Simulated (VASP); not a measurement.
```
CELL_PARAMETERS angstrom
      0.00000     2.74000     2.74000
      2.74000     0.00000     2.74000
      2.74000     2.74000     0.00000
ATOMIC_POSITIONS crystal
  Yb 0.00000 0.00000 0.00000
```

These are optB86b-vdW, VASP's PBE PAW potentials (set 64) (plane waves; VASP) values and carry that method's errors. Numerical set-up: 520 eV cut-off, 10×10×10 Γ-centred mesh, first-order Methfessel-Paxton smearing of 0.10 eV, potentials Yb_2.

The 4f electrons are frozen in the core of the lanthanide potential, so 4f levels, which can set the real gap, and their magnetism are missing. Energy and stress use the plane-wave basis of the starting cell.

The ions, cell shape and volume are relaxed. Give the cell that the relaxation ends in.

```
CELL_PARAMETERS angstrom
      0.00000     2.65085     2.65085
      2.65085     0.00000     2.65085
      2.65085     2.65085     0.00000
ATOMIC_POSITIONS crystal
  Yb 0.00000 0.00000 0.00000
```
Space group Fm-3m (225), at a tolerance of 0.03 Å.

How do energy and volume change from the first to the last step?

The energy (σ→0) changes by -18.8 meV/atom and the volume by -9.4 %, in 4 ionic steps.

```json
[
 {"step": "1", "E(σ→0) (eV)": "0.9357", "max force (eV/Å)": "0.000", "pressure (GPa)": "-1.41", "volume (Å³)": "41.14"},
 {"step": "2", "E(σ→0) (eV)": "0.9211", "max force (eV/Å)": "0.000", "pressure (GPa)": "-0.75", "volume (Å³)": "39.03"},
 {"step": "3", "E(σ→0) (eV)": "0.9169", "max force (eV/Å)": "0.000", "pressure (GPa)": "-0.08", "volume (Å³)": "37.44"},
 {"step": "4", "E(σ→0) (eV)": "0.9169", "max force (eV/Å)": "0.000", "pressure (GPa)": "-0.01", "volume (Å³)": "37.26"}
]
```

The compound is Yb in the fcc structure. This run relaxes it. Symmetry was kept, so distortions that lower it aren't found.
